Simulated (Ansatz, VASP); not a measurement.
# Mn3GeC in two plane-wave programs, part 3 of 3

One calculation is typed for both programs; each brings its own data sets. How far apart do they land? Of the first pair: The two relaxations start from unlike cells of this crystal (the structure described is Ansatz's start), so only their ends are compared.

VASP 6.6.1 and Ansatz 0.2.0.

So far: Starting point; Ansatz: relaxation of cell and atoms, PBEsol, pair 1; VASP: relaxation of cell and atoms, PBEsol, pair 1; Side by side; Ansatz: relaxation of cell and atoms, PBEsol, pair 2.

## 6. VASP: relaxation of cell and atoms, PBEsol, pair 2

Level of this step: PBEsol, spin-polarised from a ferromagnetic start; plane waves and PAW (Mn_pv, Ge_d, C) (VASP).

The same cell, functional, mesh and smearing now go to VASP, with its own data sets.

File INCAR:

```
SYSTEM = Mn3GeC
PREC = Accurate
ENCUT = 600
EDIFF = 1E-07
NELM = 200
ISMEAR = 0
SIGMA = 0.1
LREAL = .FALSE.
ALGO = Normal
GGA = PS
NBANDS = 39
ISPIN = 2
MAGMOM = 0.83 0.83 0.83 -0.08 -0.08
LASPH = .TRUE.
LMAXMIX = 4
LORBIT = 11
LWAVE = .FALSE.
LCHARG = .FALSE.
ISIF = 3
IBRION = 2
NSW = 80
EDIFFG = -0.005
GGA_COMPAT = .FALSE.
NELMIN = 4
KPAR = 2
```

File POSCAR:

```
Mn3GeC
1.0
    3.7412120000      0.0000000000      0.0000000000
    0.0000000000      3.7412120000      0.0000000000
    0.0000000000      0.0000000000      3.7412120000
Mn Ge C
3 1 1
Direct
    0.5000000000      0.0000000000      0.5000000000
    0.0000000000      0.5000000000      0.5000000000
    0.5000000000      0.5000000000      0.0000000000
    0.0000000000      0.0000000000      0.0000000000
    0.5000000000      0.5000000000      0.5000000000
```

File KPOINTS:

```
Automatic mesh
0
Gamma
10 10 10
0 0 0
```

Potentials, in the order of the species: Mn_pv, Ge_d and C (PBE family, release 64).

Command:

```bash
$ mpirun -np 2 vasp_std
```

Numbers of over 12 decimals in the logs are rounded to 6 here.

Log:

```text
[banner, memory and clock lines left out]
running    2 mpi-ranks, on    1 nodes
[...]
[... a notice as in an earlier step ...]

 LDA part: xc-table for (Slater+PW92), standard interpolation
 POSCAR, INCAR and KPOINTS ok, starting setup
[...]
entering main loop
       N       E                     dE             d eps       ncg     rms          rms(c)
DAV:   1     0.695195626174E+03    0.69520E+03   -0.32493E+04 10495   0.337E+03
DAV:   2     0.316515888496E+02   -0.66354E+03   -0.63191E+03  8750   0.746E+02
DAV:   3    -0.497902117813E+02   -0.81442E+02   -0.78572E+02  9233   0.209E+02
DAV:   4    -0.534111953930E+02   -0.36210E+01   -0.35965E+01  9882   0.458E+01
[...]
DAV:  13    -0.443767270688E+02    0.46851E-05   -0.21756E-05 10583   0.342E-02    0.199E-02
DAV:  14    -0.443767272822E+02   -0.21333E-06   -0.50074E-06  9807   0.139E-02    0.614E-03
DAV:  15    -0.443767272253E+02    0.56874E-07   -0.47797E-07  8752   0.468E-03
   1 F= -.44376727E+02 E0= -.44368476E+02  d E =-.443767E+02  mag=     2.7388
[...]
2 F= -.44376533E+02 E0= -.44368120E+02  d E =0.194272E-03  mag=     2.7623
 trial-energy change:    0.000194  1 .order    0.000149   -0.001321    0.001619
 step:   0.4268(harm=  0.4492)  dis= 0.00000  next Energy=   -44.377006 (dE=-0.278E-03)
[...]
N       E                     dE             d eps       ncg     rms          rms(c)
DAV:   1    -0.443911725027E+02   -0.14640E-01   -0.18291E-01  9123   0.491E+00    0.111E+00
DAV:   2    -0.443833544584E+02    0.78180E-02   -0.98215E-02  9086   0.301E+00    0.720E-01
DAV:   3    -0.443775055561E+02    0.58489E-02   -0.16279E-02  9121   0.138E+00    0.183E-01
DAV:   4    -0.443771177654E+02    0.38779E-03   -0.14682E-03  9893   0.237E-01    0.121E-01
DAV:   5    -0.443770474642E+02    0.70301E-04   -0.11340E-04  9749   0.865E-02    0.351E-02
DAV:   6    -0.443770347929E+02    0.12671E-04   -0.38743E-05 11074   0.589E-02    0.173E-02
DAV:   7    -0.443770328958E+02    0.18972E-05   -0.66679E-06 10137   0.195E-02    0.741E-03
DAV:   8    -0.443770327814E+02    0.11440E-06   -0.92470E-07  9052   0.109E-02    0.219E-03
DAV:   9    -0.443770326951E+02    0.86291E-07   -0.12283E-07  6266   0.295E-03
   3 F= -.44377033E+02 E0= -.44368711E+02  d E =-.305470E-03  mag=     2.7488
[...]
reached required accuracy - stopping structural energy minimisation
```

OUTCAR, selected parts (step 6):

```text
  Total       -0.0090035     -0.0090035     -0.0090035     -0.0000000     -0.0000000     -0.0000000
  in kB       -0.2747514     -0.2747514     -0.2747514     -0.0000000     -0.0000000     -0.0000000
  external PRESSURE =      -0.2747514 kB  Pullay stress =       0.0000000 kB

 POSITION                                       TOTAL-FORCE (eV/Angst)
 -----------------------------------------------------------------------------------
      1.87225     -0.00000      1.87225         0.000000      0.000000      0.000000
      0.00000      1.87225      1.87225        -0.000000      0.000000      0.000000
      1.87225      1.87225      0.00000         0.000000     -0.000000      0.000000
      0.00000      0.00000      0.00000         0.000000     -0.000000      0.000000
      1.87225      1.87225      1.87225        -0.000000      0.000000      0.000000
 -----------------------------------------------------------------------------------
    total drift:                                0.000000      0.000000     -0.000000

  FREE ENERGIE OF THE ION-ELECTRON SYSTEM (eV)
  ---------------------------------------------------
  free  energy   TOTEN  =       -44.3770326951 eV

  energy  without entropy=      -44.3603889861  energy(sigma->0) =      -44.36871084

 magnetization (x)
# of ion       s       p       d       tot
------------------------------------------
    1        0.000   0.002   0.963   0.966
    2        0.000   0.002   0.963   0.966
    3        0.000   0.002   0.963   0.966
    4       -0.014  -0.085   0.011  -0.088
    5       -0.009  -0.070   0.000  -0.079
--------------------------------------------------
tot         -0.023  -0.148   2.901   2.730

[... 1 part as in an earlier step ...]

[... 3 further parts left out ...]
[key lines of the parts left out:]
E-fermi :  10.2012
```

## 7. Comparison

What differs besides the data sets and the points named for the pairs above, as far as they apply: the data sets hold 63 valence electrons in Ansatz (on its PAW soft_1 files) and 57 in VASP. Total energies have different zeros and are not compared.

Compared:

| quantity | Ansatz | VASP | difference |
| --- | --- | --- | --- |
| volume (Å³) | 52.46 | 52.50 | -0.08 % |
| edge a after relaxation, in the typed setting (Å) | 3.744 | 3.744 | -0.03 % |
| total moment (μB) | 2.73 | 2.75 | -0.02 |
| moment on Mn1 (μB) | 0.83 | 0.97 | -0.14 |
| moment on Mn2 (μB) | 0.83 | 0.97 | -0.14 |
| moment on Mn3 (μB) | 0.83 | 0.97 | -0.14 |
| moment on Ge4 (μB) | -0.08 | -0.09 | +0.01 |
| moment on C5 (μB) | -0.08 | -0.08 | 0.00 |

## 8. Ansatz: relaxation of cell and atoms, PBEsol, pair 3

The relaxed volume is the usual yardstick between codes: in a stiff, nearly cubic crystal its relative difference is about their pressure difference at one cell divided by the bulk modulus.

The cell is taken from a series of runs on this material, whose earlier steps may have relaxed, scaled, displaced or heated it; both programs get it as it stands.

File input.yaml:

```yaml
crystal:
  lattice:
    - [3.743542726, 0.0, 0.0]
    - [0.0, 3.743542726, 0.0]
    - [0.0, 0.0, 3.743542726]
  atoms:
    - { symbol: Mn, position: [0.5, 0.0, 0.5], spin: 0.91 }
    - { symbol: Mn, position: [0.0, 0.5, 0.5], spin: 0.91 }
    - { symbol: Mn, position: [0.5, 0.5, 0.0], spin: 0.91 }
    - { symbol: Ge, position: [0.0, 0.0, 0.0] }
    - { symbol: C, position: [0.5, 0.5, 0.5] }
kpoints:
  mp_grid: { grid: [12, 12, 12] }
hamiltonian:
  xc: pbesol
  pseudopotentials: { kind: paw, azcp: { folder: soft_1 }, xc_functional: pbe }
scf:
  occupations: { method: gaussian, width: 0.15 }
output:
  forces: true
  stress: true
  eigenvalues: true
  populations: true
magnetization:
  spin_polarized: true
relax:
  adjacent_minimum: "off"
  f_tol: 0.001
  max_steps: 60
  cell: { stress_tol: 0.01 }
```

Command:

```bash
$ ansatz run input.yaml --threads 4 --pin off --max-ram 10240MiB --backend cpu --events-out ev --progress --plain --runs-dir out
```

Log:

```text
[...]
Crystal: 5 atoms, lattice volume = 52.462 Å³
Basis set: ecut = 420 eV, 1021 PW (Γ), exchange–correlation on 54×54×54 points (8 copies of the dense FFT grid, shifted against one another)
Bands: 40, of which v1, the nominal top of the filled ones, is band 32 counted from 1 (31 counted from 0)
Symmetry: 48 space group operations
[...]
- { symbol: Mn, position: [0.5, 0.5, 0] }
    - { symbol: Ge, position: [0, 0, 0] }
    - { symbol: C, position: [0.5, 0.5, 0.5] }
--- Löwdin populations: 5 sites ---
  site symbol       q [e]    m [muB]
     0     Mn     14.4322     1.0183
     1     Mn     14.4322     1.0183
     2     Mn     14.4322     1.0183
     3     Ge     14.4756    -0.1690
     4      C      4.7996    -0.1244
  spilling = 0.006798 (of n_electrons = 63.000000)
[key lines of the parts left out:]
SCF converged after 8 iterations
Magnetization: 2.7610 μB (32.8805 up, 30.1195 down)
Free energy (F): -16107.172798 eV
Fermi energy:    18.088152 eV
P = ⅓ Tr σ = 0.0015 GPa (0.015 kbar)
```

## 9. VASP: relaxation of cell and atoms, PBEsol, pair 3

The same cell, functional, mesh and smearing now go to VASP, with its own data sets.

Changes to INCAR since step 6:

```diff
@@ -6,3 +6,3 @@
 ISMEAR = 0
-SIGMA = 0.1
+SIGMA = 0.15
 LREAL = .FALSE.
@@ -12,3 +12,3 @@
 ISPIN = 2
-MAGMOM = 0.83 0.83 0.83 -0.08 -0.08
+MAGMOM = 0.84 0.84 0.84 -0.08 -0.08
 LASPH = .TRUE.
```

Changes to POSCAR since step 6:

```diff
@@ -2,5 +2,5 @@
 1.0
-    3.7412120000      0.0000000000      0.0000000000
-    0.0000000000      3.7412120000      0.0000000000
-    0.0000000000      0.0000000000      3.7412120000
+    3.7435430000      0.0000000000      0.0000000000
+    0.0000000000      3.7435430000      0.0000000000
+    0.0000000000      0.0000000000      3.7435430000
 Mn Ge C
```

File KPOINTS:

```
Automatic mesh
0
Gamma
12 12 12
0 0 0
```

Command:

```bash
$ mpirun -np 2 vasp_std
```

Log:

```text
[... set-up lines as in an earlier step ...]
 entering main loop
       N       E                     dE             d eps       ncg     rms          rms(c)
DAV:   1     0.690898230147E+03    0.69090E+03   -0.32484E+04 15664   0.337E+03
DAV:   2     0.305230851481E+02   -0.66038E+03   -0.62895E+03 13104   0.745E+02
DAV:   3    -0.498751770751E+02   -0.80398E+02   -0.77583E+02 13749   0.209E+02
DAV:   4    -0.534280638075E+02   -0.35529E+01   -0.35289E+01 14980   0.455E+01
[...]
DAV:  13    -0.443874671497E+02    0.40746E-05   -0.20884E-05 15930   0.333E-02    0.211E-02
DAV:  14    -0.443874672323E+02   -0.82604E-07   -0.49141E-06 14842   0.138E-02    0.684E-03
DAV:  15    -0.443874672139E+02    0.18374E-07   -0.53777E-07 13258   0.509E-03
   1 F= -.44387467E+02 E0= -.44369113E+02  d E =-.443875E+02  mag=     2.7759
[...]
N       E                     dE             d eps       ncg     rms          rms(c)
DAV:   1    -0.443942841137E+02   -0.68169E-02   -0.88280E-02 13845   0.342E+00    0.770E-01
[...]
DAV:   8    -0.443874539587E+02   -0.39465E-07   -0.37757E-07 12097   0.711E-03
   2 F= -.44387454E+02 E0= -.44369003E+02  d E =0.132551E-04  mag=     2.7847
 trial-energy change:    0.000013  1 .order    0.000006   -0.000209    0.000220
 step:   0.4608(harm=  0.4861)  dis= 0.00000  next Energy=   -44.387515 (dE=-0.473E-04)
[...]
N       E                     dE             d eps       ncg     rms          rms(c)
DAV:   1    -0.443895029734E+02   -0.20491E-02   -0.25598E-02 13796   0.184E+00    0.416E-01
DAV:   2    -0.443884167741E+02    0.10862E-02   -0.13734E-02 13685   0.112E+00    0.271E-01
DAV:   3    -0.443875899378E+02    0.82684E-03   -0.22838E-03 13741   0.514E-01    0.687E-02
DAV:   4    -0.443875355716E+02    0.54366E-04   -0.20477E-04 14848   0.884E-02    0.453E-02
DAV:   5    -0.443875255593E+02    0.10012E-04   -0.16380E-05 14676   0.329E-02    0.131E-02
DAV:   6    -0.443875239049E+02    0.16544E-05   -0.52783E-06 16517   0.217E-02    0.654E-03
DAV:   7    -0.443875236046E+02    0.30031E-06   -0.90920E-07 13320   0.722E-03    0.274E-03
DAV:   8    -0.443875235745E+02    0.30048E-07   -0.11391E-07  7641   0.420E-03
   3 F= -.44387524E+02 E0= -.44369125E+02  d E =-.563606E-04  mag=     2.7800
[...]
reached required accuracy - stopping structural energy minimisation
```

From OUTCAR (step 9):

```text
  Total       -0.0063361     -0.0063361     -0.0063361     -0.0000000     -0.0000000      0.0000000
  in kB       -0.1932816     -0.1932816     -0.1932816     -0.0000000     -0.0000000      0.0000000
  external PRESSURE =      -0.1932816 kB  Pullay stress =       0.0000000 kB

 POSITION                                       TOTAL-FORCE (eV/Angst)
 -----------------------------------------------------------------------------------
      1.87248     -0.00000      1.87248        -0.000000     -0.000000      0.000000
     -0.00000      1.87248      1.87248        -0.000000     -0.000000      0.000000
      1.87248      1.87248     -0.00000         0.000000      0.000000      0.000000
      0.00000      0.00000      0.00000         0.000000      0.000000      0.000000
      1.87248      1.87248      1.87248         0.000000      0.000000      0.000000
 -----------------------------------------------------------------------------------
    total drift:                                0.000000      0.000000     -0.000000

  FREE ENERGIE OF THE ION-ELECTRON SYSTEM (eV)
  ---------------------------------------------------
  free  energy   TOTEN  =       -44.3875235745 eV

  energy  without entropy=      -44.3507256195  energy(sigma->0) =      -44.36912460

 magnetization (x)
# of ion       s       p       d       tot
------------------------------------------
    1        0.000   0.002   0.973   0.976
    2        0.000   0.002   0.973   0.976
    3        0.000   0.002   0.973   0.976
    4       -0.014  -0.085   0.011  -0.088
    5       -0.009  -0.070   0.000  -0.080
--------------------------------------------------
tot         -0.023  -0.148   2.930   2.760

[... 1 part as in an earlier step ...]

[... 3 further parts left out ...]
[key lines of the parts left out:]
E-fermi :  10.2135
```

## 10. Comparison

What differs besides the data sets and the points named for the pairs above, as far as they apply: the data sets hold 63 valence electrons in Ansatz (on its PAW soft_1 files) and 57 in VASP. Total energies have different zeros and are not compared.

The two programs side by side:

| quantity | Ansatz | VASP | difference |
| --- | --- | --- | --- |
| volume (Å³) | 52.48 | 52.52 | -0.08 % |
| edge a after relaxation, in the typed setting (Å) | 3.744 | 3.745 | -0.03 % |
| total moment (μB) | 2.76 | 2.78 | -0.02 |
| moment on Mn1 (μB) | 0.84 | 0.98 | -0.14 |
| moment on Mn2 (μB) | 0.84 | 0.98 | -0.14 |
| moment on Mn3 (μB) | 0.84 | 0.98 | -0.14 |
| moment on Ge4 (μB) | -0.08 | -0.09 | +0.01 |
| moment on C5 (μB) | -0.08 | -0.08 | 0.00 |

## 11. Outcome

- difference in volume (relaxation of cell and atoms, PBEsol, pair 1): -0.21 %
- difference in volume (relaxation of cell and atoms, PBEsol, pair 2): -0.077 %
- difference in volume (relaxation of cell and atoms, PBEsol, pair 3): -0.079 %

What this shows: The difference in volume is -0.21 % (relaxation of cell and atoms, PBEsol, pair 1), within the 1.2 % picked in this series as the mark of a large difference, as far as the stopping tolerances let one tell. The data sets hold unlike numbers of valence electrons (63 in Ansatz and 57 in VASP), so part of the differences comes from the potentials. Such differences can come from data sets, numerical settings and the points named under the comparisons, not from the functional's error against experiment.

[Lines on the potential files, build, host, timing and source positions are cut from VASP's logs without a mark.]

[Logs are printed without paths, hosts, clocks, repeated set-up lines and the standing remarks that a program may print on its own settings, such as how far it seeks lower states.]

[Hosts, paths, dates, database ids (printed as entryN), source tags and the programs' standing remarks are cut or masked in the printed files.]
